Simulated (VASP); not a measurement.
The system is NaF.

```
Na F
1.0
     0.00000    2.32000    2.32000
     2.32000    0.00000    2.32000
     2.32000    2.32000    0.00000
Na F
1 1
Cartesian
  0.0000 0.0000 0.0000
  2.3200 2.3200 2.3200
```

```yaml
Program: VASP 6.6.1
Task: relaxation of cell and atoms
Functional: r2SCAN
Potentials_or_basis: VASP PAW PBE potentials, release 64 (Na_pv, F)
Cutoff: 600 eV
k_mesh: 8 × 8 × 8
Occupations: gaussian, width 0.02 eV
Spin: no spin polarisation
```

At the start: pressure -2.3 GPa; volume 12.49 Å³/atom.

Q: How do energy, volume and symmetry change on relaxing?

A: Over 5 steps the energy falls by 4.4 meV/atom and the volume is 11.95 Å³/atom (-4.3 %); space group Fm-3m (No. 225, to 0.05 Å).

Step by step:
```
step  energy change (eV)  largest force (eV/Å)  pressure (GPa)  volume (Å³)
   1              0.0000                0.0000           -2.25        24.97
   2             -0.0069                0.0000           -1.00        24.34
   3             -0.0083                0.0000           -0.45        24.09
   4             -0.0082                0.0000            0.76        23.59
   5             -0.0087                0.0000            0.00        23.90
```

Final structure:
```
Na F
1.0
     0.00000    2.28624    2.28624
     2.28624    0.00000    2.28624
     2.28624    2.28624    0.00000
Na F
1 1
Direct
  0.00000 0.00000 0.00000
  0.50000 0.50000 0.50000
```

Caveat: the PAW data sets were made with another functional, which shifts forces and pressure a little.
